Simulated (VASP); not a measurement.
Here is the system:

```
CELL_PARAMETERS angstrom
      1.50444    -2.60576     0.00000
      1.50444     2.60576     0.00000
      0.00000     0.00000     3.40030
ATOMIC_POSITIONS crystal
  Mg 0.00000 0.00000 0.00000
  B  0.33333 0.66667 0.50000
  B  0.66667 0.33333 0.50000
```

Method: AM05 GGA, VASP's PBE PAW potentials (set 64) (plane waves; VASP 6.6.1). Run with 520 eV cut-off, 11×11×9 Γ-centred mesh, first-order Methfessel-Paxton smearing of 0.10 eV, potentials Mg B.

**Question.** Estimate the energy per atom (σ→0), pressure, band gap (on the k-mesh) with the smallest direct gap where there is one.

**Answer.** 
```
Quantity                                                     Value
------------------------  ----------------------------------------
band gap (on the k-mesh)  none (metal, semimetal or under 0.01 eV)
energy per atom (σ→0)                               -5.298 eV/atom
pressure                                                107.0 kbar
```

Total energies compare only between runs with the same potentials, cut-off and functional.

The compound is MgB2 in the AlB2 type structure. This cell is one point of a volume scan, at 0.94 of the reference volume.
